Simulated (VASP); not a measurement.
GaGe: equation of state with PBEsol

GaGe:

```
Ge Ga
1.0
     0.00000    2.85555    2.85555
     2.85555    0.00000    2.85555
     2.85555    2.85555    0.00000
Ge Ga
1 1
Cartesian
  0.0000 0.0000 0.0000
  1.4278 1.4278 1.4278
```

The cell comes from a database or a generator and needn't be the stable form of this composition.

```
Program             : VASP 6.6.1
Task                : equation of state
Functional          : PBEsol
Potentials or basis : VASP PAW PBE potentials, release 64 (Ge_d, Ga_d)
Cutoff              : 520 eV
k mesh              : 8 × 8 × 8
Occupations         : fermi-dirac, width 0.05 eV
Spin                : no spin polarisation
```

| Quantity | Value |
| --- | --- |
| Equilibrium volume | 23.21 Å³/atom |
| Bulk modulus | 56 GPa |
| Pressure derivative of the bulk modulus | 4.2 (rough: it moves with the points fitted) |

Energy against volume, from the lowest point:
```tsv
volume (Å³/atom)	energy (meV/atom)
22.353	5.83
22.819	1.14
23.285	0.00
23.750	2.07
24.216	7.01
```

All runs of the series together: 64 s on 1 thread of Intel(R) Xeon(R) Platinum 8488C (Sapphire Rapids) (shared host).

Caveat: the PAW data sets were made with another functional, which shifts forces and pressure a little.
